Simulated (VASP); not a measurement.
# BaOs (P-6m2) in VASP: a series of runs

The runs below take BaOs through single point, relaxation of cell and atoms, with PBE.

All numbers are computed with VASP 6.6.1; they aren't measurements. Logs are shortened: lines on timing, memory, paths and dates and some standing lists are left out, and cuts for length are marked.

**1. The structure**

The structure is hexagonal, space group P-6m2 (No. 187). The conventional cell has a = 3.186 Å, b = 3.186 Å, c = 5.249 Å, α = 90.00°, β = 90.00°, γ = 120.00°. Ba (site symmetry -6m2) has 6 Ba at 3.19 Å and 6 Os at 3.20 Å as nearest neighbours. Around Os (site symmetry -6m2) lie 6 Os at 3.19 Å and 6 Ba at 3.20 Å.

The cell was built by a generator and needn't be a form met in nature.

**2. Single point, PBE**

The input, INCAR:

```
SYSTEM = BaOs
PREC = Accurate ; ENCUT = 520
EDIFF = 1E-7 ; ISMEAR = 0
SIGMA = 0.1 ; LREAL = .False.
LASPH = .True. ; NELM = 60
ALGO = Normal ; ISIF = 2
LWAVE = .False. ; LCHARG = .False.
GGA = PE ; NBANDS = 16
```

The input, KPOINTS:

```
regular mesh
0
Gamma
  6 6 4
  0 0 0
```

The input, POSCAR:

```
BaOs
1.0
    3.1857301080     -0.0000000026      0.0000000000
   -1.5928650517      2.7589232044      0.0000000000
    0.0000000000      0.0000000000      5.2485293911
Ba Os
1 1
Direct
    0.3333333333      0.6666666667      0.5000000000
    0.0000000000      0.0000000000      0.0000000000
```

Potentials or basis: VASP PAW PBE potentials, release 64 (Ba_sv, Os).

Run with:

```
> cat potpaw_PBE.64/Ba_sv/POTCAR potpaw_PBE.64/Os/POTCAR > POTCAR
> mpirun -np 1 vasp_std > vasp.out
```

OUTCAR:

```text
SYSTEM = BaOs
   PREC = Accurate
   ENCUT = 520
   EDIFF = 1E-7
   ISMEAR = 0
   LREAL = .False.
   LASPH = .True.
   NELM = 60
   ISIF = 2
   GGA = PE

 ion  position               nearest neighbor table
   1  0.333  0.667  0.500-   2 3.20   2 3.20   2 3.20   2 3.20   2 3.20   2 3.20
   2  0.000  0.000  0.000-   1 3.20   1 3.20   1 3.20   1 3.20   1 3.20   1 3.20

  LATTYP: Found a hexagonal cell.
 ALAT       =     3.1857301080
 C/A-ratio  =     1.6475122541

  Lattice vectors:

 A1 = (   3.1857301080,  -0.0000000026,   0.0000000000)
 A2 = (  -1.5928650517,   2.7589232044,   0.0000000000)
 A3 = (   0.0000000000,   0.0000000000,   5.2485293911)

Analysis of symmetry for initial positions (statically):
=====================================================================
 Subroutine PRICEL returns:
 Original cell was already a primitive cell.

 Routine SETGRP: Setting up the symmetry group for a
 hexagonal supercell.

 Subroutine GETGRP returns: Found 12 space group operations
 (whereof 12 operations were pure point group operations)
 out of a pool of 24 trial point group operations.

The static configuration has the point symmetry D_3h.

Analysis of symmetry for dynamics (positions and initial velocities):
=====================================================================
 Subroutine PRICEL returns:
 Original cell was already a primitive cell.

 Routine SETGRP: Setting up the symmetry group for a
 hexagonal supercell.

 Subroutine GETGRP returns: Found 12 space group operations
 (whereof 12 operations were pure point group operations)
 out of a pool of 24 trial point group operations.

The dynamic configuration has the point symmetry D_3h.

 Subroutine INISYM returns: Found 12 space group operations
 (whereof 12 operations are pure point group operations),
 and found     1 'primitive' translations

----------------------------------------------------------------------------------------

                                     Primitive cell

  volume of cell :      46.1303

  direct lattice vectors                    reciprocal lattice vectors
     3.185730108 -0.000000003  0.000000000     0.313899786  0.181230126  0.000000000
    -1.592865052  2.758923204  0.000000000     0.000000000  0.362460252  0.000000000
     0.000000000  0.000000000  5.248529391     0.000000000  0.000000000  0.190529561

  length of vectors
     3.185730108  3.185730108  5.248529391     0.362460252  0.362460252  0.190529561

[... 75 lines left out ...]
   NELM   =     60;   NELMIN=  2; NELMDL= -5     # of ELM steps
   EDIFF  = 0.1E-06   stopping-criterion for ELM
   LREAL  =      F    real-space projection
   EDIFFG = 0.1E-05   stopping-criterion for IOM
   NSW    =      0    number of steps for IOM
   IBRION =     -1    ionic relax: 0-MD 1-quasi-New 2-CG
   NFREE  =      0    steps in history (QN), initial steepest desc. (CG)
   ISIF   =      2    stress and relaxation
   ISYM   =      2    0-nonsym 1-usesym 2-fastsym
   POTIM  = 0.5000    time-step for ionic-motion
   TEBEG  =    0.0;   TEEND  =   0.0 temperature during run
   PSTRESS=    0.0 pullay stress
   NELECT =      18.0000    total number of electrons
   NUPDOWN=      -1.0000    fix difference up-down
   EMIN   =  10.00;   EMAX   =-10.00  energy-range for DOS
   EFERMI =   0.00;   METHOD = LEGACY
   ISMEAR =     0;   SIGMA  =   0.10  broadening in eV -4-tet -1-fermi 0-gaus
   EFERMI_NEDOS =   21; number of points for ismear=-14 and -15
   IALGO  =     38    algorithm
   IMIX   =      4    mixing-type and parameters
     AMIX     =   0.40;   BMIX     =  1.00
     AMIX_MAG =   1.60;   BMIX_MAG =  1.00
  volume/ion in A,a.u.               =      23.07       155.65
  Fermi-wavevector in a.u.,A,eV,Ry     =   1.196291  2.260663 19.471471  1.431113
  Thomas-Fermi vector in A             =   2.332235
   LORBIT       =      0    0 simple, 1 ext, 2 COOP (PROOUT), +10 PAW based schemes
   GGA     = PE    functional components
   LHFCALC =     F    Hartree Fock is set to
   AEXX    =    0.0000 exact exchange contribution
   IVDW    =     0    specifies the selected vdW correction
   LEPSILON=     F    determine dielectric tensor
   LRPA    =     F    only Hartree local field effects (RPA)
 non-spin polarized calculation
 Gauss-broadening in eV      SIGMA  =   0.10
  energy-cutoff  :      520.00
  volume of cell :       46.13
 maximum number of plane-waves:      1278
 NGX is ok and might be reduce to    24
   NGX = 11   NGY = 11   NGZ = 19

 number of electron      17.9999998 magnetization

 Free energy of the ion-electron system (eV)
  ---------------------------------------------------
  ext. energy  EPLUGINS =         0.00000000
  ---------------------------------------------------
  free energy    TOTEN  =        -9.90147410 eV

  energy without entropy =       -9.89124387  energy(sigma->0) =       -9.89635898

 E-fermi :   5.1806     XC(G=0): -11.3284

 val. band max:        5.1659397484   @ k =   0.1667   0.0000   0.0000
 cond. band min:       5.2280945620   @ k =   0.3333   0.0000   0.5000
 fundamental gap:      0.0621548136
 Fermi energy:         5.1806003610

 k-point     1 :       0.0000    0.0000    0.0000
  band No.  band energies     occupation
      1     -23.4318      2.00000
      2      -8.4604      2.00000
      3      -5.9391      2.00000
      4      -5.9391      2.00000
      5      -0.5088      2.00000
      6       3.2344      2.00000
[... 376 lines left out ...]
      3      -9.5407      2.00000
      4      -7.2802      2.00000
      5       2.6000      2.00000
      6       3.1954      2.00000
[... 8 lines left out ...]
     15      12.6098      0.00000
     16      14.4962      0.00000

------------------------ aborting loop because EDIFF is reached ----------------------------------------

  FORCE on cell =-STRESS in cart. coord.  units (eV):
  Direction    XX          YY          ZZ          XY          YZ          ZX
  --------------------------------------------------------------------------------------
  -------------------------------------------------------------------------------------
  Total        0.8841621      0.8841621      1.0272526      0.0000000      0.0000000      0.0000000
  in kB       30.7083321     30.7083321     35.6780895      0.0000000      0.0000000      0.0000000
  external PRESSURE =      32.3649179 kB  Pullay stress =       0.0000000 kB

 VOLUME and BASIS-vectors are now :
 -----------------------------------------------------------------------------
  energy-cutoff  :      520.00
  volume of cell :       46.13
      direct lattice vectors                 reciprocal lattice vectors
     3.185730108 -0.000000003  0.000000000     0.313899786  0.181230126  0.000000000
    -1.592865052  2.758923204  0.000000000     0.000000000  0.362460252  0.000000000
     0.000000000  0.000000000  5.248529391     0.000000000  0.000000000  0.190529561

 POSITION                                       TOTAL-FORCE (eV/Angst)
 -----------------------------------------------------------------------------------
      0.00000      1.83928      2.62426         0.000000     -0.000000      0.000000
      0.00000      0.00000      0.00000        -0.000000      0.000000      0.000000
 -----------------------------------------------------------------------------------
    total drift:                                0.000000     -0.000000     -0.000000

  FREE ENERGIE OF THE ION-ELECTRON SYSTEM (eV)
  ---------------------------------------------------
  free  energy   TOTEN  =        -9.9014740958 eV

  energy  without entropy=       -9.8912438702  energy(sigma->0) =       -9.89635898
```

OSZICAR:

```text
N       E                     dE             d eps       ncg     rms          rms(c)
DAV:   1     0.104771461988E+03    0.10477E+03   -0.87580E+03   704   0.104E+03
DAV:   2    -0.635764638667E+01   -0.11113E+03   -0.10299E+03   848   0.254E+02
DAV:   3    -0.115730655032E+02   -0.52154E+01   -0.50430E+01   928   0.507E+01
DAV:   4    -0.117889944523E+02   -0.21593E+00   -0.21587E+00   856   0.798E+00
DAV:   5    -0.117909882139E+02   -0.19938E-02   -0.19937E-02   952   0.724E-01    0.156E+01
DAV:   6    -0.121987110019E+02   -0.40772E+00   -0.25015E+01   960   0.246E+01    0.671E+00
DAV:   7    -0.100718698886E+02    0.21268E+01   -0.31957E+00   856   0.127E+01    0.393E+00
DAV:   8    -0.996966315185E+01    0.10221E+00   -0.10978E+00   984   0.516E+00    0.286E+00
DAV:   9    -0.990416919035E+01    0.65494E-01   -0.25229E-01   864   0.334E+00    0.488E-01
DAV:  10    -0.990358124759E+01    0.58794E-03   -0.84808E-03   736   0.564E-01    0.327E-01
DAV:  11    -0.990146606968E+01    0.21152E-02   -0.32189E-03   896   0.332E-01    0.833E-02
DAV:  12    -0.990147294833E+01   -0.68786E-05   -0.32194E-04   856   0.105E-01    0.383E-02
DAV:  13    -0.990147561695E+01   -0.26686E-05   -0.89423E-06   848   0.208E-02    0.125E-02
DAV:  14    -0.990147408464E+01    0.15323E-05   -0.19706E-06   864   0.912E-03    0.337E-03
DAV:  15    -0.990147409583E+01   -0.11191E-07   -0.22803E-07   824   0.282E-03
   1 F= -.99014741E+01 E0= -.98963590E+01  d E =-.102302E-01
```

It took 23 s on 1 thread of Intel Xeon Platinum 8375C at 2.90GHz (Ice Lake), shared host; peak memory 0.16 GiB.

What came out:

```
Free energy            : -9.9015 eV
Pressure               : 3.2 GPa
Band gap on the k mesh : none (metal or under the smearing width)
```

Stress tensor (GPa, compression positive):
```
3.07 0.00 0.00
0.00 3.07 0.00
0.00 0.00 3.57
```

Caveat: the k mesh is coarse (spacing up to 0.38 Å⁻¹), so the values aren't converged.

**3. Relaxation of cell and atoms, PBE**

This run uses another cell than the first one, of 27.44 Å³/atom, 1.190 times its volume.

The input, INCAR:

```
PREC = Accurate
ENCUT = 600
EDIFF = 1E-6
ISMEAR = 0
SIGMA = 0.1
LREAL = F
LASPH = T
NELM = 60
ALGO = Normal
ISIF = 3
LWAVE = F
LCHARG = F
GGA = PE
IBRION = 2
NSW = 90
EDIFFG = -0.04
```

The input, KPOINTS:

```
regular mesh
0
Gamma
  6 6 4
```

The input, POSCAR:

```
BaOs
1.0
    3.5328614900      0.0000000000      0.0000000000
   -1.7664307400      3.0595478000      0.0000000000
    0.0000000000      0.0000000000      5.0769586000
Ba Os
1 1
Direct
    0.3333333300      0.6666666700      0.5000000000
    0.0000000000      0.0000000000      0.0000000000
```

Potentials or basis: VASP PAW PBE potentials, release 64 (Ba_sv, Os).

Run with:

```
> cat potpaw_PBE.64/Ba_sv/POTCAR potpaw_PBE.64/Os/POTCAR > POTCAR
> mpirun -np 1 vasp_std > vasp.out
```

OUTCAR:

```text
PREC = Accurate
   ENCUT = 600
   EDIFF = 1E-6
   ISMEAR = 0
   LREAL = F
   LASPH = T
   NELM = 60
   ISIF = 3
   GGA = PE
   IBRION = 2
   NSW = 90
   EDIFFG = -0.04

 ion  position               nearest neighbor table
   1  0.333  0.667  0.500-   2 3.26   2 3.26   2 3.26   2 3.26   2 3.26   2 3.26
   2  0.000  0.000  0.000-   1 3.26   1 3.26   1 3.26   1 3.26   1 3.26   1 3.26

  LATTYP: Found a hexagonal cell.
 ALAT       =     3.5328614900
 C/A-ratio  =     1.4370669822

  Lattice vectors:

 A1 = (   3.5328614900,   0.0000000000,   0.0000000000)
 A2 = (  -1.7664307400,   3.0595478000,   0.0000000000)
 A3 = (   0.0000000000,   0.0000000000,   5.0769586000)

Analysis of symmetry for initial positions (statically):
=====================================================================
 Subroutine PRICEL returns:
 Original cell was already a primitive cell.

 Routine SETGRP: Setting up the symmetry group for a
 hexagonal supercell.

 Subroutine GETGRP returns: Found 12 space group operations
 (whereof 12 operations were pure point group operations)
 out of a pool of 24 trial point group operations.

The static configuration has the point symmetry D_3h.

Analysis of symmetry for dynamics (positions and initial velocities):
=====================================================================
 Subroutine PRICEL returns:
 Original cell was already a primitive cell.

 Routine SETGRP: Setting up the symmetry group for a
 hexagonal supercell.

 Subroutine GETGRP returns: Found 12 space group operations
 (whereof 12 operations were pure point group operations)
 out of a pool of 24 trial point group operations.

The dynamic configuration has the point symmetry D_3h.

 Subroutine INISYM returns: Found 12 space group operations
 (whereof 12 operations are pure point group operations),
 and found     1 'primitive' translations

----------------------------------------------------------------------------------------

[... 117 lines left out ...]
   LEPSILON=     F    determine dielectric tensor
   LRPA    =     F    only Hartree local field effects (RPA)
 conjugate gradient relaxation of ions
 non-spin polarized calculation
 Gauss-broadening in eV      SIGMA  =   0.10
  energy-cutoff  :      600.00
  volume of cell :       54.88
 maximum number of plane-waves:      1848
   NGX = 15   NGY = 15   NGZ = 21

--------------------------------------- Ionic step        1  -------------------------------------------

 number of electron      17.9999999 magnetization

 Free energy of the ion-electron system (eV)
  ---------------------------------------------------
  ext. energy  EPLUGINS =         0.00000000
  ---------------------------------------------------
  free energy    TOTEN  =        -9.78275325 eV

  energy without entropy =       -9.76189585  energy(sigma->0) =       -9.77232455

------------------------ aborting loop because EDIFF is reached ----------------------------------------

  FORCE on cell =-STRESS in cart. coord.  units (eV):
  Direction    XX          YY          ZZ          XY          YZ          ZX
  --------------------------------------------------------------------------------------
  -------------------------------------------------------------------------------------
  Total       -1.5256417     -1.5256417     -0.9876747     -0.0000000      0.0000000      0.0000000
  in kB      -44.5426109    -44.5426109    -28.8361330     -0.0000001      0.0000000      0.0000000
  external PRESSURE =     -39.3071183 kB  Pullay stress =       0.0000000 kB
[... 89 lines left out ...]
  FREE ENERGIE OF THE ION-ELECTRON SYSTEM (eV)
  ---------------------------------------------------
  free  energy   TOTEN  =        -9.8457355386 eV

  energy  without entropy=       -9.8248396030  energy(sigma->0) =       -9.83528757

[... ionic steps 4 to 7 ...]

--------------------------------------- Ionic step        8  -------------------------------------------

 number of electron      18.0000000 magnetization

------------------------ aborting loop because EDIFF is reached ----------------------------------------
[... 67 lines left out ...]
--------------------------------------- Ionic step       10  -------------------------------------------

 number of electron      17.9999999 magnetization

 Free energy of the ion-electron system (eV)
  ---------------------------------------------------
  ext. energy  EPLUGINS =         0.00000000
  ---------------------------------------------------
  free energy    TOTEN  =        -9.92018527 eV

  energy without entropy =       -9.90938892  energy(sigma->0) =       -9.91478710

 E-fermi :   4.8513     XC(G=0): -11.1326

 val. band max:        4.8399997519   @ k =   0.1667   0.0000   0.0000
 cond. band min:       4.8980168329   @ k =   0.3333   0.0000   0.5000
 fundamental gap:      0.0580170809
 Fermi energy:         4.8513083783

 k-point     1 :       0.0000    0.0000    0.0000
  band No.  band energies     occupation
      1     -23.6257      2.00000
      2      -8.6670      2.00000
      3      -6.4371      2.00000
      4      -6.4371      2.00000
      5      -0.6362      2.00000
      6       2.9402      2.00000
      7       3.9605      2.00000
      8       3.9605      2.00000
      9       5.0369      0.00869
     10       5.0369      0.00869
     11       5.9013      0.00000
     12       8.0772      0.00000
     13       8.0772      0.00000
[... 347 lines left out ...]
  FREE ENERGIE OF THE ION-ELECTRON SYSTEM (eV)
  ---------------------------------------------------
  free  energy   TOTEN  =        -9.9201852749 eV

  energy  without entropy=       -9.9093889185  energy(sigma->0) =       -9.91478710

 reached required accuracy - stopping structural energy minimisation
```

CONTCAR:

```text
BaOs
   1.00000000000000
     3.2347285299619268   -0.0000000004732615   -0.0000000000000000
    -1.6173642608127627    2.8013570827388286    0.0000000000000000
    -0.0000000000000000    0.0000000000000000    5.2927409145415467
  Ba              Os
     1     1
Direct
     0.3333333300000021    0.6666666699999979    0.5000000000000000
     0.0000000000000000    0.0000000000000000    0.0000000000000000

  0.00000000E+00  0.00000000E+00  0.00000000E+00
  0.00000000E+00  0.00000000E+00  0.00000000E+00
```

Wall time 3.3 min (1 thread of Intel Xeon Platinum 8375C at 2.90GHz (Ice Lake), shared host); peak memory 0.2 GiB.

What came out:

- Free energy: -9.9202 eV
- Relaxed volume: 23.98 Å³/atom
- Relaxed cell: a = 3.235 Å, b = 3.235 Å, c = 5.293 Å, α = 90.00°, β = 90.00°, γ = 120.00°
- Space group after relaxing (to 0.05 Å): P-6m2 (No. 187)
- Energy gained by relaxing: 68.7 meV/atom
- Ionic steps: 10
- Pressure after relaxing: 0.0 GPa
- Band gap on the k mesh: none (metal or under the smearing width)

Step by step:
| step | energy change (eV) | largest force (eV/Å) | pressure (GPa) | volume (Å³) |
| --- | --- | --- | --- | --- |
| 1 | 0.0000 | 0.0000 | -3.93 | 54.88 |
| 2 | -0.0616 | 0.0000 | 1.30 | 49.70 |
| 3 | -0.0630 | 0.0000 | 0.51 | 50.32 |
| 4 | -0.1093 | 0.0000 | 0.68 | 49.06 |
| 5 | -0.0800 | 0.0000 | 4.59 | 45.03 |
| 6 | -0.1321 | 0.0000 | 1.40 | 47.41 |
| 7 | -0.1321 | 0.0000 | 1.77 | 46.97 |
| 8 | -0.1328 | 0.0000 | 1.61 | 47.16 |
| 9 | -0.1276 | 0.0000 | -2.08 | 49.16 |
| 10 | -0.1374 | 0.0000 | 0.00 | 47.96 |

Final structure:
```
Ba Os
1.0
     3.23473    0.00000    0.00000
    -1.61736    2.80136    0.00000
     0.00000    0.00000    5.29274
Ba Os
1 1
Direct
  0.33333 0.66667 0.50000
  0.00000 0.00000 0.00000
```

Levels at points of the mesh, in eV from the Fermi level:
```csv
k point,band 7,band 8,band 9,band 10,band 11,band 12
"(0.00, 0.00, 0.00)",-0.89,-0.89,0.19,0.19,1.05,3.23
"(0.50, 0.00, 0.00)",-2.05,-0.54,0.53,0.89,1.10,1.38
"(0.00, 0.00, 0.50)",-0.97,-0.40,-0.28,0.07,0.07,1.15
"(0.50, 0.00, 0.50)",-2.06,-0.76,-0.02,1.37,1.48,3.17
```
